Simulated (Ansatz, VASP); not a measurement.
Cs3SBr: VASP beside Ansatz

```
Br S Cs
1.0
     6.51260    0.00000    0.00000
     0.00000    6.51260    0.00000
     0.00000    0.00000    6.51260
Br S Cs
1 1 3
Direct
  0.00000 0.00000 0.00000
  0.50000 0.50000 0.50000
  0.50000 0.50000 0.00000
  0.50000 0.00000 0.50000
  0.00000 0.50000 0.50000
```

Alike in both runs: task single point; functional PBE; k mesh 4 × 4 × 4; occupations gaussian, width 0.02 eV; no spin polarisation.

```csv
,VASP,Ansatz
version,VASP 6.6.1,Ansatz 0.2.0
potentials or method,"VASP PAW PBE potentials, release 64 (Br, S, Cs_sv)","scalar-relativistic, plane waves, PAW"
plane-wave cutoff (eV),520,420
valence electrons in the cell,40,40
```

```csv
,VASP,Ansatz,Ansatz less VASP
gap on the k mesh at the Fermi level (eV),1.02,1.05,+0.037
least direct gap on the mesh (eV),1.02,1.05,+0.037
pressure (GPa),0.8,0.7,-0.07
```

The functional is the same, so the differences come from potentials, cutoffs and numerics.

Caveats: spin-orbit coupling is left out, which moves the levels of the heavy elements. A k mesh can miss the band edges.
